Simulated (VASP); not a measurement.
```
ZnS
1.0
    0.00000     2.75910     2.75910
    2.75910     0.00000     2.75910
    2.75910     2.75910     0.00000
Zn S
1 1
Direct
  0.00000   0.00000   0.00000
  0.25000   0.25000   0.25000
```

The base run (VASP): PBE GGA, plane waves, VASP's PBE PAW potentials (set 64). Run with 400 eV cut-off, 8×8×8 Γ-centred mesh, Gaussian smearing of 0.050 eV, potentials Zn S.

One setting is varied; ΔE counts from the most expensive setting. The base run took about 9 core-seconds. The timings are rough (shared machines, no repeats); factors under 2 mean little.

The base run's pressure lies -0.24 GPa from that at 800 eV (Pulay error).

```tsv
setting	cost over the base run	electronic steps	ΔE (meV/atom)	pressure (GPa)
KPOINTS 1×1×1 Γ-centred mesh	about 1/4	14	5952.4	40.61
KPOINTS 3×3×3 Γ-centred mesh	about 1/3	12	100.5	-1.71
KPOINTS 2×2×2 Γ-centred mesh	about 1/3	14	587.9	2.31
KPOINTS 6×6×6 Γ-centred mesh	within a factor of 2	13	1.4	-2.67
base run	reference	13	0.1	-2.69
KPOINTS 9×9×9 Γ-centred mesh	within a factor of 2	13	0.1	-2.69
KPOINTS 10×10×10 Γ-centred mesh	within a factor of 2	13	0.0	-2.69
KPOINTS 14×14×14 Γ-centred mesh	about 3 times	13	0.0	-2.69
```

Left out are runs that failed, have no time on record or changed the cell.

The compound is ZnS in the zinc blende structure. The cell was not relaxed at this level.
